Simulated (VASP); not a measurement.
Here is the system:

```yaml
crystal:
  lattice:
    - [3.18293, 0.00000, 0.00000]
    - [-1.59146, 2.75650, 0.00000]
    - [0.00000, 0.00000, 20.24748]
  atoms:
    - { symbol: W, position: [0.66667, 0.33333, 0.50000] }
    - { symbol: S, position: [0.33333, 0.66667, 0.57701] }
    - { symbol: S, position: [0.33333, 0.66667, 0.42299] }
```

Computed with r2SCAN meta-GGA, VASP's PBE PAW potentials (set 64) (plane waves; VASP). Settings: PREC = Normal, 400 eV cut-off, 12×12×1 Γ-centred mesh, Gaussian smearing of 0.050 eV, potentials W_sv S.

Unless said otherwise, spin-orbit coupling is left out, though it shifts the bands of the heavy elements here.

### Question
Estimate the energy per atom (σ→0), band gap (on the k-mesh) with the smallest direct gap where there is one.

### Answer

- band gap (on the k-mesh): 1.90 eV
- smallest direct gap (on the k-mesh): 1.92 eV
- energy per atom (σ→0): -23.347 eV/atom

The cell is a sheet with vacuum, built from WS2 (2H layered).
